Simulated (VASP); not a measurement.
All values below come from LDA (Ceperley-Alder, Perdew-Zunger), VASP's LDA PAW potentials (set 64) (plane waves; VASP 6.6.1).

Input for VASP

**KPOINTS**
```
kpoints
0
G
7 7 7
0 0 0
```

### INCAR
```
SYSTEM = CoSi
PREC = Accurate
ENCUT = 500
EDIFF = 1E-6
NELM = 100
ALGO = Normal
LREAL = .FALSE.
LASPH = .TRUE.
ISMEAR = 1
SIGMA = 0.1
LMAXMIX = 4
LWAVE = .FALSE.
LCHARG = .FALSE.
IBRION = 2
ISIF = 3
NSW = 40
EDIFFG = -0.02
PSTRESS = 300
```

**POSCAR**
```
CoSi
1
    4.2180614171    -0.0000000000    -0.0000000000
   -0.0000000000     4.2180614171     0.0000000000
   -0.0000000000    -0.0000000000     4.2180614171
Co Si
4 4
Direct
  0.8520270626   0.6479729374   0.3520270626
  0.3520270626   0.8520270626   0.6479729374
  0.1479729374   0.1479729374   0.1479729374
  0.6479729374   0.3520270626   0.8520270626
  0.1558236622   0.3441763378   0.6558236622
  0.6558236622   0.1558236622   0.3441763378
  0.8441763378   0.8441763378   0.8441763378
  0.3441763378   0.6558236622   0.1558236622
```

POTCAR, in this order: Co Si (LDA.64 set). Program: vasp_std.

The run wrote:

**OSZICAR**
```
       N       E                     dE             d eps       ncg     rms          rms(c)
DAV:   1     0.366184546197E+03    0.36618E+03   -0.22163E+04  1488   0.196E+03
DAV:   2    -0.323127723513E+02   -0.39850E+03   -0.38872E+03  1488   0.420E+02
DAV:   3    -0.661606994338E+02   -0.33848E+02   -0.33023E+02  1684   0.149E+02
DAV:   4    -0.677398349716E+02   -0.15791E+01   -0.15663E+01  1952   0.299E+01
DAV:   5    -0.677908390243E+02   -0.51004E-01   -0.50987E-01  2052   0.498E+00    0.332E+01
DAV:   6    -0.700522605371E+02   -0.22614E+01   -0.14001E+02  2144   0.146E+02    0.212E+01
DAV:   7    -0.621812990314E+02    0.78710E+01   -0.56063E+01  2024   0.105E+02    0.106E+01
DAV:   8    -0.621073786229E+02    0.73920E-01   -0.34098E+00  1906   0.137E+01    0.307E+00
DAV:   9    -0.620109760119E+02    0.96403E-01   -0.34682E-01  2348   0.678E+00    0.127E+00
DAV:  10    -0.620062079330E+02    0.47681E-02   -0.20998E-02  1987   0.110E+00    0.557E-01
DAV:  11    -0.620035482343E+02    0.26597E-02   -0.80323E-03  2508   0.945E-01    0.872E-02
DAV:  12    -0.620035420746E+02    0.61597E-05   -0.45273E-04  2299   0.237E-01    0.403E-02
DAV:  13    -0.620035425055E+02   -0.43094E-06   -0.59654E-05  2362   0.492E-02    0.197E-02
DAV:  14    -0.620035392744E+02    0.32311E-05   -0.19188E-05  2392   0.476E-02    0.337E-03
DAV:  15    -0.620035392910E+02   -0.16559E-07   -0.51697E-07  1192   0.737E-03
   1 F= -.47951176E+02 E0= -.47951057E+02  d E =-.479512E+02
```

### OUTCAR
```
------------------------ aborting loop because EDIFF is reached ----------------------------------------
  FORCE on cell =-STRESS in cart. coord.  units (eV):
  Direction    XX          YY          ZZ          XY          YZ          ZX
  --------------------------------------------------------------------------------------
  Total       14.0553620     14.0553620     14.0553620      0.0000000      0.0000000      0.0000000
  in kB      300.0640184    300.0640184    300.0640184      0.0000000      0.0000000      0.0000000
  external PRESSURE =       0.0640184 kB  Pullay stress =     300.0000000 kB
  volume of cell :       75.05
      direct lattice vectors                 reciprocal lattice vectors
     4.218061417  0.000000000  0.000000000     0.237075732  0.000000000  0.000000000
     0.000000000  4.218061417  0.000000000     0.000000000  0.237075732  0.000000000
     0.000000000  0.000000000  4.218061417     0.000000000  0.000000000  0.237075732
 POSITION                                       TOTAL-FORCE (eV/Angst)
 -----------------------------------------------------------------------------------
      3.59390      2.73319      1.48487        -0.001359      0.001359     -0.001359
      1.48487      3.59390      2.73319        -0.001359     -0.001359      0.001359
      0.62416      0.62416      0.62416         0.001359      0.001359      0.001359
      2.73319      1.48487      3.59390         0.001359     -0.001359     -0.001359
      0.65727      1.45176      2.76630         0.003238     -0.003238      0.003238
      2.76630      0.65727      1.45176         0.003238      0.003238     -0.003238
      3.56079      3.56079      3.56079        -0.003238     -0.003238     -0.003238
      1.45176      2.76630      0.65727        -0.003238      0.003238      0.003238
 -----------------------------------------------------------------------------------
    total drift:                               -0.000000      0.000000     -0.000000
  FREE ENERGIE OF THE ION-ELECTRON SYSTEM (eV)
  ---------------------------------------------------
  free  energy   TOTEN  =       -62.0035392910 eV

  energy  without entropy=      -62.0031822196  energy(sigma->0) =      -62.00342027
  enthalpy is  TOTEN    =       -47.9511759878 eV   P V=       14.0523633032

 reached required accuracy - stopping structural energy minimisation
```
(Selected blocks of OUTCAR.)

**OUTCAR**
```
 val. band max:       14.3706466851   @ k =   0.4286   0.4286   0.4286

 cond. band min:      14.4052618673   @ k =   0.0000   0.0000   0.0000


 Fermi energy:        14.3856600480

 k-point     1 :       0.0000    0.0000    0.0000
  band No.  band energies     occupation
      1      -0.4687      2.00000
      2       5.5146      2.00000
      3       5.5146      2.00000
      4       5.5146      2.00000
      5       8.2312      2.00000
      6       8.2312      2.00000
      7       8.2312      2.00000
      8       9.9427      2.00000
      9       9.9427      2.00000
     10       9.9427      2.00000
     11      10.7030      2.00000
     12      10.7504      2.00000
     13      10.7504      2.00000
     14      11.0528      2.00000
     15      11.0528      2.00000
     16      11.0528      2.00000
     17      11.6848      2.00000
     18      11.6848      2.00000
     19      11.6848      2.00000
     20      13.2775      2.00000
     21      13.2775      2.00000
     22      13.2775      2.00000
     23      13.4355      2.00000
     24      13.4355      2.00000
     25      14.4053      0.67519
     26      14.4053      0.67519
     27      14.4053      0.67519
     28      17.6182      0.00000
     29      17.6182      0.00000
     30      17.6188      0.00000
     31      17.7918      0.00000

 k-point     2 :       0.1429    0.0000    0.0000
  band No.  band energies     occupation
      1      -0.2987      2.00000
      2       4.5451      2.00000
      3       5.6108      2.00000
      4       6.1874      2.00000
      5       7.7138      2.00000
      6       8.3252      2.00000
      7       8.8682      2.00000
      8       9.2868      2.00000
      9       9.6248      2.00000
     10      10.5587      2.00000
     11      10.6150      2.00000
     12      10.7732      2.00000
     13      10.9694      2.00000
     14      10.9846      2.00000
     15      11.0778      2.00000
     16      11.0873      2.00000
     17      11.5883      2.00000
...
```

The compound is CoSi in the B20 structure. It was relaxed first under an external pressure of 30 GPa. The run is not spin-polarised, so no magnetic state was tried.
